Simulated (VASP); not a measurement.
## GaN: energy against volume

GaN (zinc blende, F-43m, 11.355 Å³/atom and stress up to 0.06 GPa in the relaxed cell, cube axes along x, y and z) under an equal strain ε along all three axes. PBEsol in VASP (plane waves, PAW), 600 eV, 12×12×12 Γ-centred mesh, Gaussian smearing 0.05 eV; ions are relaxed, or left where forces stay under 0.02 eV/Å, within the symmetry of each cell.

Here V stands for volume and E for E less E0.

```
volume (Å³/atom)  E less E0 (meV/atom)  pressure (GPa)
----------------  --------------------  --------------
10.3636                              ?               ?
10.6874                          26.70           12.99
10.8519                          14.95            9.39
11.0179                           6.69            6.02
11.1857                           1.75            2.90
11.3552                           0.00           -0.06
11.5264                           1.23           -2.78
11.6993                           5.35           -5.32
11.8739                          12.15           -7.67
12.0502                          21.53           -9.85
```

Fit E of the 9 rows that show it with the third-order Birch-Murnaghan form, a cubic in V^(-2/3). With u = V^(-2/3) - 0.198, the rows have u = 0.008103, 0.006015, 0.003961, 0.001936, -0.000059, -0.002023, -0.003959, -0.005866, -0.007745. Least squares gives E = 0.005 + 163.10·u + 383167·u² + 415203·u³. Residuals (row less fit): -0.006, 0.011, 0.001, -0.010, 0.003, -0.010, 0.011, 0.001, -0.003; standard error 0.010 (degrees of freedom: 5). Its minimum lies at u = -0.000213, so V0 = (0.197787)^(-3/2) = 11.37. There d²E/du² = 765800 and d³E/du³ = 2491000, so B0 = (4/9) × 11.37^(-7/3) × 765800 × 0.160218 = 188 GPa (the last factor turns the table's units into GPa), and B0' = 4 + (2/3) × 0.197787 × (2491000)/765800 = 4.4. B0' rests on the cubic coefficient alone and has a standard error of 0.1 from these residuals.

Question: Predict the withheld E at V = 10.3636 from the fit, and compare with the calculation.

Answer: u = 0.012374, so E = 0.005 + 163.10 × 0.012374 + 383167 × 0.012374² + 415203 × 0.012374³ = 61.479 meV/atom. The calculation gives 61.43 meV/atom, 0.049 meV/atom below the prediction (0.1 % of the range of E in the table). The row lies outside the fitted rows, so this is an extrapolation. From the scatter of the fitted rows alone, a prediction at this place has a standard error of 0.047 meV/atom, so the miss is 1.0 times that.

Other structures, which can take over under pressure, weren't tried. The same form fitted to the pressure column gives B0' = 4.4; series where the two differ by over 0.4 aren't shown. GaN is here a metastable form; wurtzite is the usual one. Rows are the converged runs of the series near zero and its far end, less any whose ions stayed unrelaxed beside relaxed ones; series whose fitted rows scatter by over a few per cent of the range, as at a crossing or softening among them, aren't shown in this form.
